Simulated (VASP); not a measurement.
All values below come from PBEsol GGA, VASP's PBE PAW potentials (set 64) (plane waves; VASP).

VASP ran on this input.

**KPOINTS**
```
Automatic mesh
0
Gamma
19 19 19
0 0 0
```

POSCAR:
```
In
1
   -1.6052890000     1.6052890000     2.4555070000
    1.6052890000    -1.6052890000     2.4555070000
    1.6052890000     1.6052890000    -2.4555070000
In
1
Direct
  0.0000000000   0.0000000000   0.0000000000
```

**INCAR**
```
! general
SYSTEM =In
PREC   =Accurate
ENCUT  =300
LREAL  =.FALSE.
LASPH  =.TRUE.

! electronic loop
EDIFF  =1E-6
NELM   =100
ALGO   =Normal
LMAXMIX=4

! smearing
ISMEAR =-1
SIGMA  =0.1

! functional
GGA    =PS

! ions
ISIF   =2

! output
LWAVE  =.FALSE.
LCHARG =.FALSE.
```

POTCAR, in this order: In_d (PBE.64 set). Program: vasp_std.

What VASP printed:

OUTCAR:
```
 ion  position               nearest neighbor table
   1  0.000  0.000  0.000-
  LATTYP: Found a body centered tetragonal cell.
 ALAT       =     3.2105780000
 C/A-ratio  =     1.5296354737
 Subroutine PRICEL returns:
 Original cell was already a primitive cell.
 Subroutine GETGRP returns: Found 16 space group operations
The static configuration has the point symmetry D_4h.
The dynamic configuration has the point symmetry D_4h.
 Subroutine INISYM returns: Found 16 space group operations
 Subroutine IBZKPT returns following result:
 Found    550 irreducible k-points:

 Following reciprocal coordinates:
            Coordinates               Weight
  0.000000  0.000000  0.000000      1.000000
  0.052632  0.000000 -0.000000      8.000000
  0.105263  0.000000 -0.000000      8.000000
  0.157895  0.000000  0.000000      8.000000
  0.210526  0.000000 -0.000000      8.000000
  0.263158  0.000000 -0.000000      8.000000
  0.315789  0.000000 -0.000000      8.000000
  0.368421  0.000000 -0.000000      8.000000
  0.421053  0.000000 -0.000000      8.000000
...
```

OSZICAR:
```
       N       E                     dE             d eps       ncg     rms          rms(c)
DAV:   1     0.568424905395E+02    0.56842E+02   -0.48756E+03 11240   0.114E+03
DAV:   2    -0.110329895854E+01   -0.57946E+02   -0.57046E+02 11216   0.241E+02
DAV:   3    -0.299534654144E+01   -0.18920E+01   -0.18878E+01 12796   0.523E+01
DAV:   4    -0.303416640274E+01   -0.38820E-01   -0.38812E-01 14272   0.705E+00
DAV:   5    -0.303564086212E+01   -0.14745E-02   -0.14744E-02 13258   0.114E+00    0.243E+00
DAV:   6    -0.299917740915E+01    0.36463E-01   -0.66386E-02 12478   0.566E+00    0.118E+00
DAV:   7    -0.299137950151E+01    0.77979E-02   -0.18563E-02 12874   0.278E+00    0.288E-01
DAV:   8    -0.299060410944E+01    0.77539E-03   -0.66216E-04 12324   0.536E-01    0.260E-02
DAV:   9    -0.299060547175E+01   -0.13623E-05   -0.97961E-06 15332   0.352E-02    0.124E-02
DAV:  10    -0.299060524982E+01    0.22193E-06   -0.47719E-07  6410   0.115E-02
   1 F= -.29906052E+01 E0= -.29834613E+01  d E =-.142879E-01
```

OUTCAR:
```
------------------------ aborting loop because EDIFF is reached ----------------------------------------
  FORCE on cell =-STRESS in cart. coord.  units (eV):
  Direction    XX          YY          ZZ          XY          YZ          ZX
  --------------------------------------------------------------------------------------
  Total       -0.0061413     -0.0061413     -0.0123176      0.0000000     -0.0000000      0.0000000
  in kB       -0.3887435     -0.3887435     -0.7797009      0.0000000     -0.0000000      0.0000000
  external PRESSURE =      -0.5190627 kB  Pullay stress =       0.0000000 kB
  volume of cell :       25.31
      direct lattice vectors                 reciprocal lattice vectors
    -1.605289000  1.605289000  2.455507000     0.000000000  0.311470396  0.203623936
     1.605289000 -1.605289000  2.455507000     0.311470396  0.000000000  0.203623936
     1.605289000  1.605289000 -2.455507000     0.311470396  0.311470396  0.000000000
 POSITION                                       TOTAL-FORCE (eV/Angst)
 -----------------------------------------------------------------------------------
      0.00000      0.00000      0.00000         0.000000      0.000000      0.000000
 -----------------------------------------------------------------------------------
    total drift:                                0.000000     -0.000000      0.000000
  FREE ENERGIE OF THE ION-ELECTRON SYSTEM (eV)
  ---------------------------------------------------
  free  energy   TOTEN  =        -2.9906052498 eV

  energy  without entropy=       -2.9763173852  energy(sigma->0) =       -2.98346132
```
(Selected blocks of OUTCAR.)

At this cut-off the stress carries a Pulay error, which pulls relaxed volumes low.

The structure comes from a computed database's In entry; how it stands against other phases isn't given here. The cell was not relaxed at this level. The run is one of a series of settings (GGA = PS against the base run), some of them coarse on purpose.
